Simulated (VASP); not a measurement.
Here is the system:

```
Se
1.0
    2.07641    -3.59645     0.00000
    2.07641     3.59645     0.00000
    0.00000     0.00000     5.21611
Se
3
Cartesian
  0.51112   0.88528   3.47741
  3.13058   0.00000   0.00000
  0.51112  -0.88528   1.73870
```

All values below come from optB86b-vdW, VASP's PBE PAW potentials (set 64) (plane waves; VASP 6.6.1). Run with 520 eV cut-off, 6×6×5 Γ-centred mesh, Gaussian smearing of 0.050 eV, potentials Se.

Task: The ions and cell shape at fixed volume are relaxed. What does this cell relax into?

Result: 
```
Se
1.0
    2.09034    -3.62057     0.00000
    2.09034     3.62057     0.00000
    0.00000     0.00000     5.14684
Se
3
Direct
  0.00000   0.24153   0.66667
  0.75847   0.75847   0.00000
  0.24153   0.00000   0.33333
```
Space group P3_121 (152), at a tolerance of 0.03 Å.

Task: How much energy does the relaxation gain?

Result: The energy (σ→0) changes by -3.0 meV/atom, in 6 ionic steps.

The compound is Se in the trig structure. This cell is one point of a volume scan, at 1.03 of the reference volume. Symmetry was kept, so distortions that lower it aren't found.
